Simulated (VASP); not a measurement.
Output of a VASP run:

### OSZICAR
```
...
RMM:   2    -0.322278567922E+03   -0.78559E-02   -0.58687E-02  1821   0.557E-01    0.859E-01
RMM:   3    -0.322276283310E+03    0.22846E-02   -0.10039E-02  1855   0.247E-01    0.289E-01
RMM:   4    -0.322276304804E+03   -0.21494E-04   -0.21872E-03  1849   0.809E-02    0.131E-01
RMM:   5    -0.322276190447E+03    0.11436E-03   -0.22112E-04  1526   0.283E-02    0.563E-02
RMM:   6    -0.322276191386E+03   -0.93823E-06   -0.14160E-04  1479   0.223E-02    0.191E-02
RMM:   7    -0.322276194943E+03   -0.35574E-05   -0.20998E-05   965   0.125E-02
   5 F= -.32227619E+03 E0= -.32225441E+03  d E =-.457573E-02  mag=     1.0000
       N       E                     dE             d eps       ncg     rms          rms(c)
DAV:   1    -0.322273671561E+03    0.25198E-02   -0.11563E+00  1672   0.204E+00    0.251E-01
RMM:   2    -0.322278296230E+03   -0.46247E-02   -0.34078E-02  1820   0.419E-01    0.661E-01
RMM:   3    -0.322276919896E+03    0.13763E-02   -0.55888E-03  1840   0.188E-01    0.231E-01
RMM:   4    -0.322276930373E+03   -0.10477E-04   -0.13814E-03  1800   0.644E-02    0.970E-02
RMM:   5    -0.322276868807E+03    0.61566E-04   -0.13623E-04  1383   0.221E-02    0.455E-02
RMM:   6    -0.322276866697E+03    0.21101E-05   -0.87329E-05  1374   0.180E-02
   6 F= -.32227687E+03 E0= -.32225492E+03  d E =-.524748E-02  mag=     1.0000
       N       E                     dE             d eps       ncg     rms          rms(c)
DAV:   1    -0.322276862945E+03    0.58623E-05   -0.23292E-02  1776   0.289E-01    0.347E-02
RMM:   2    -0.322276951725E+03   -0.88780E-04   -0.66871E-04  1811   0.591E-02    0.884E-02
RMM:   3    -0.322276927543E+03    0.24182E-04   -0.10552E-04  1259   0.269E-02    0.352E-02
RMM:   4    -0.322276925475E+03    0.20676E-05   -0.22765E-05  1003   0.127E-02
   7 F= -.32227693E+03 E0= -.32225499E+03  d E =-.530626E-02  mag=     1.0000
       N       E                     dE             d eps       ncg     rms          rms(c)
DAV:   1    -0.322276877173E+03    0.50370E-04   -0.20279E-02  1712   0.270E-01    0.326E-02
RMM:   2    -0.322276955153E+03   -0.77980E-04   -0.57780E-04  1816   0.556E-02    0.858E-02
RMM:   3    -0.322276931020E+03    0.24134E-04   -0.89315E-05  1211   0.251E-02    0.310E-02
RMM:   4    -0.322276931089E+03   -0.69354E-07   -0.24148E-05  1012   0.119E-02
   8 F= -.32227693E+03 E0= -.32225503E+03  d E =-.531187E-02  mag=     1.0000
       N       E                     dE             d eps       ncg     rms          rms(c)
DAV:   1    -0.322276916232E+03    0.14788E-04   -0.53527E-03  1680   0.139E-01    0.188E-02
RMM:   2    -0.322276939808E+03   -0.23576E-04   -0.16644E-04  1577   0.295E-02    0.476E-02
RMM:   3    -0.322276933073E+03    0.67349E-05   -0.30044E-05  1009   0.157E-02    0.198E-02
RMM:   4    -0.322276932540E+03    0.53253E-06   -0.61785E-06   878   0.844E-03
   9 F= -.32227693E+03 E0= -.32225502E+03  d E =-.531332E-02  mag=     1.0000
       N       E                     dE             d eps       ncg     rms          rms(c)
DAV:   1    -0.322276981918E+03   -0.48845E-04   -0.36768E-01  1664   0.113E+00    0.108E-01
RMM:   2    -0.322277690862E+03   -0.70894E-03   -0.72288E-03  1837   0.198E-01    0.112E-01
RMM:   3    -0.322277843603E+03   -0.15274E-03   -0.11104E-03  1806   0.787E-02    0.202E-01
RMM:   4    -0.322277702506E+03    0.14110E-03   -0.27152E-04  1321   0.377E-02    0.426E-02
RMM:   5    -0.322277699503E+03    0.30033E-05   -0.78245E-05  1134   0.154E-02
  10 F= -.32227770E+03 E0= -.32225573E+03  d E =-.766963E-03  mag=     1.0000
```

### OUTCAR
```
------------------------ aborting loop because EDIFF is reached ----------------------------------------
  FORCE on cell =-STRESS in cart. coord.  units (eV):
  Direction    XX          YY          ZZ          XY          YZ          ZX
  --------------------------------------------------------------------------------------
  Total      -40.7520629    -40.1856980    -40.9404757      0.0946143     -0.0051739      0.0756861
  in kB      -73.1956430    -72.1783830    -73.5340552      0.1699387     -0.0092930      0.1359415
  external PRESSURE =     -72.9693604 kB  Pullay stress =       0.0000000 kB
  volume of cell :      892.02
      direct lattice vectors                 reciprocal lattice vectors
     4.932320692 -8.543031398  0.000000000     0.101372160 -0.058527234  0.000000000
     4.932320692  8.543031398  0.000000000     0.101372160  0.058527234  0.000000000
     0.000000000  0.000000000 10.584775371     0.000000000  0.000000000  0.094475316
  FREE ENERGIE OF THE ION-ELECTRON SYSTEM (eV)
  ---------------------------------------------------
  free  energy   TOTEN  =      -322.2776995027 eV

  energy  without entropy=     -322.2337537659  energy(sigma->0) =     -322.25572663

 total charge

# of ion       s       p       d       tot
------------------------------------------
    1        0.437   0.451   9.883  10.770
    2        0.437   0.450   9.882  10.769
    3        0.436   0.449   9.882  10.767
    4        0.438   0.448   9.874  10.760
    5        0.438   0.454   9.879  10.771
    6        0.437   0.450   9.882  10.768
    7        0.438   0.451   9.877  10.766
    8        0.438   0.448   9.874  10.759
    9        0.436   0.451   9.883  10.770
   10        0.436   0.450   9.882  10.768
   11        0.436   0.449   9.882  10.767
   12        0.436   0.448   9.881  10.764
   13        0.437   0.451   9.882  10.770
   14        0.436   0.450   9.881  10.768
   15        0.436   0.449   9.881  10.766
   16        0.438   0.449   9.874  10.760
   17        0.438   0.453   9.879  10.769
   18        0.437   0.452   9.882  10.771
   19        0.438   0.451   9.878  10.767
   20        0.437   0.452   9.878  10.768
   21        0.436   0.450   9.881  10.767
   22        0.438   0.451   9.878  10.767
   23        0.438   0.449   9.874  10.760
   24        0.437   0.451   9.883  10.770
   25        0.436   0.449   9.882  10.767
   26        0.436   0.449   9.881  10.766
   27        0.436   0.449   9.881  10.766
   28        0.437   0.451   9.883  10.770
   29        0.436   0.450   9.881  10.767
   30        0.436   0.449   9.881  10.766
   31        0.438   0.448   9.874  10.760
   32        0.436   0.451   9.883  10.770
   33        0.436   0.450   9.881  10.767
   34        0.436   0.449   9.882  10.766
   35        0.438   0.448   9.874  10.759
   36        1.571   3.450   0.000   5.021
   37        1.571   3.450   0.000   5.021
   38        1.571   3.450   0.000   5.021
   39        1.571   3.449   0.000   5.020
   40        1.578   3.416   0.000   4.994
   41        1.571   3.450   0.000   5.021
   42        1.572   3.449   0.000   5.020
   43        1.571   3.449   0.000   5.020
   44        1.571   3.450   0.000   5.021
   45        1.571   3.451   0.000   5.022
   46        1.571   3.450   0.000   5.021
   47        1.571   3.450   0.000   5.021
   48        1.573   3.441   0.000   5.014
...
```
(Selected blocks of OUTCAR.)

File POSCAR:
```
CuZn35O36
1
    4.9323206922    -8.5430313976     0.0000000000
    4.9323206922     8.5430313976     0.0000000000
    0.0000000000     0.0000000000    10.5847753715
Zn O Cu
35 36 1
Direct
  0.2222220000   0.1111110000   0.2500000000
  0.1111110000   0.2222220000   0.0000000000
  0.2222220000   0.1111110000   0.7500000000
  0.1111110000   0.2222220000   0.5000000000
  0.2222220000   0.4444440000   0.2500000000
  0.1111110000   0.5555560000   0.0000000000
  0.2222220000   0.4444440000   0.7500000000
  0.1111110000   0.5555560000   0.5000000000
  0.2222220000   0.7777780000   0.2500000000
  0.1111110000   0.8888890000   0.0000000000
  0.2222220000   0.7777780000   0.7500000000
  0.1111110000   0.8888890000   0.5000000000
  0.5555560000   0.1111110000   0.2500000000
  0.4444440000   0.2222220000   0.0000000000
  0.5555560000   0.1111110000   0.7500000000
  0.4444440000   0.2222220000   0.5000000000
  0.5555560000   0.4444440000   0.2500000000
  0.4444440000   0.5555560000   0.0000000000
  0.5555560000   0.4444440000   0.7500000000
  0.5555560000   0.7777780000   0.2500000000
  0.4444440000   0.8888890000   0.0000000000
  0.5555560000   0.7777780000   0.7500000000
  0.4444440000   0.8888890000   0.5000000000
  0.8888890000   0.1111110000   0.2500000000
  0.7777780000   0.2222220000   0.0000000000
  0.8888890000   0.1111110000   0.7500000000
  0.7777780000   0.2222220000   0.5000000000
  0.8888890000   0.4444440000   0.2500000000
  0.7777780000   0.5555560000   0.0000000000
  0.8888890000   0.4444440000   0.7500000000
  0.7777780000   0.5555560000   0.5000000000
  0.8888890000   0.7777780000   0.2500000000
  0.7777780000   0.8888890000   0.0000000000
  0.8888890000   0.7777780000   0.7500000000
  0.7777780000   0.8888890000   0.5000000000
  0.2222220000   0.1111110000   0.4410000000
  0.1111110000   0.2222220000   0.1910000000
  0.2222220000   0.1111110000   0.9410000000
  0.1111110000   0.2222220000   0.6910000000
  0.2230370000   0.4445880000   0.4365480000
  0.1111110000   0.5555560000   0.1910000000
  0.2222220000   0.4444440000   0.9410000000
  0.1111110000   0.5555560000   0.6910000000
  0.2222220000   0.7777780000   0.4410000000
  0.1111110000   0.8888890000   0.1910000000
  0.2222220000   0.7777780000   0.9410000000
  0.1111110000   0.8888890000   0.6910000000
  0.5555560000   0.1111110000   0.4410000000
  0.4444440000   0.2222220000   0.1910000000
  0.5555560000   0.1111110000   0.9410000000
  0.4444440000   0.2222220000   0.6910000000
  0.5520270000   0.4441260000   0.4382520000
  0.4444440000   0.5555560000   0.1910000000
  0.5555560000   0.4444440000   0.9410000000
  0.4470010000   0.5578400000   0.6929260000
  0.5553270000   0.7725700000   0.4416310000
  0.4444440000   0.8888890000   0.1910000000
  0.5555560000   0.7777780000   0.9410000000
  0.4444440000   0.8888890000   0.6910000000
  0.8888890000   0.1111110000   0.4410000000
  0.7777780000   0.2222220000   0.1910000000
  0.8888890000   0.1111110000   0.9410000000
  0.7777780000   0.2222220000   0.6910000000
  0.8888890000   0.4444440000   0.4410000000
  0.7777780000   0.5555560000   0.1910000000
  0.8888890000   0.4444440000   0.9410000000
  0.7777780000   0.5555560000   0.6910000000
  0.8888890000   0.7777780000   0.4410000000
  0.7777780000   0.8888890000   0.1910000000
  0.8888890000   0.7777780000   0.9410000000
  0.7777780000   0.8888890000   0.6910000000
  0.4398020000   0.5552580000   0.4992950000
```

**Question.** Reconstruct the remaining input files.

**Answer.** Several could match; the one computed here: the input of the run itself, PBE GGA, plane waves, VASP's PBE PAW potentials (set 64).

**INCAR**
```
ALGO = Fast
EDIFF = 1E-5
EDIFFG = -0.03
ENCUT = 400
GGA = PE
IBRION = 2
ISIF = 2
ISMEAR = 0
ISPIN = 2
ISYM = 0
LASPH = .TRUE.
LCHARG = .FALSE.
LMAXMIX = 4
LORBIT = 10
LREAL = Auto
LWAVE = .FALSE.
MAGMOM = 72*0.0139
NELECT = 645.0
NELM = 100
NELMIN = 4
NSW = 60
NUPDOWN = 1
PREC = Normal
SIGMA = 0.05
SYSTEM = CuZn35O36
```

**KPOINTS**
```
Automatic
0
G
  1 1 1
0 0 0
```

POTCAR, in this order: Zn O Cu (PBE.64 set). Program: vasp_gam.

At this cut-off the stress carries a Pulay error, which pulls relaxed volumes low. The cell is charged, with a uniform compensating background. The supercell is sampled at Γ alone, which is coarse: total energies, pressure and levels can be off, energies of defects by several tenths of an eV.

The cell is a supercell with a defect, built from ZnO (wurtzite): Cu_Zn, charge +2.
